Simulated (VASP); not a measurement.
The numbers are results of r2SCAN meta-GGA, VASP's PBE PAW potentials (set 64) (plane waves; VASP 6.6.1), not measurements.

Input for VASP

### INCAR
```
# general
SYSTEM  = BaZrO3
PREC    = Accurate
ENCUT   = 520
LREAL   = .FALSE.   # projection in real space or not
LASPH   = .TRUE.   # aspherical one-centre terms

# electronic loop
EDIFF   = 1E-7   # SCF stop (eV)
NELM    = 100   # most electronic steps
ALGO    = Normal
LMAXMIX = 4   # l cut-off of mixed one-centre charges
LMIXTAU = .TRUE.

# smearing
ISMEAR  = 0   # Gaussian
SIGMA   = 0.05   # width (eV)

# functional
METAGGA = R2SCAN

# ions
ISIF    = 2

# output
LWAVE   = .FALSE.
LCHARG  = .FALSE.
```

KPOINTS:
```
Automatic
0
Gamma
5 5 5
0 0 0
```

POSCAR:
```
BaZrO3
1
    4.1713790789     0.0000000000     0.0000000000
    0.0000000000     4.1713790789     0.0000000000
    0.0000000000     0.0000000000     4.1713790789
Ba Zr O
1 1 3
Direct
  0.0000000000   0.0000000000   0.0000000000
  0.5000000000   0.5000000000   0.5000000000
  0.5000000000   0.0000000000   0.5000000000
  0.0000000000   0.5000000000   0.5000000000
  0.5000000000   0.5000000000   0.0000000000
```

POTCAR, in this order: Ba_sv Zr_sv O (PBE.64 set). Program: vasp_std.

Q: Estimate the energy per atom (σ→0), pressure.

A: 
- energy per atom (σ→0): -17.014 eV/atom
- pressure: 5.31 GPa

**OSZICAR**
```
...
DAV:  25    -0.850679280301E+02    0.40209E-05   -0.14871E-06   600   0.934E-03    0.128E-01
DAV:  26    -0.850678992889E+02    0.28741E-04   -0.27887E-05   656   0.473E-02    0.687E-02
DAV:  27    -0.850678884170E+02    0.10872E-04   -0.35457E-05   672   0.447E-02    0.411E-02
DAV:  28    -0.850678907736E+02   -0.23566E-05   -0.43090E-06   776   0.174E-02    0.259E-02
DAV:  29    -0.850678910540E+02   -0.28035E-06   -0.17592E-06   704   0.119E-02    0.147E-02
DAV:  30    -0.850678916453E+02   -0.59133E-06   -0.11762E-06   752   0.944E-03    0.635E-03
DAV:  31    -0.850678915831E+02    0.62184E-07   -0.16210E-07   472   0.407E-03
   1 F= -.85067892E+02 E0= -.85067892E+02  d E =-.699190E-13
```

The compound is BaZrO3 in the cubic perovskite structure. This cell is one point of a volume scan, at 0.97 of the reference volume.
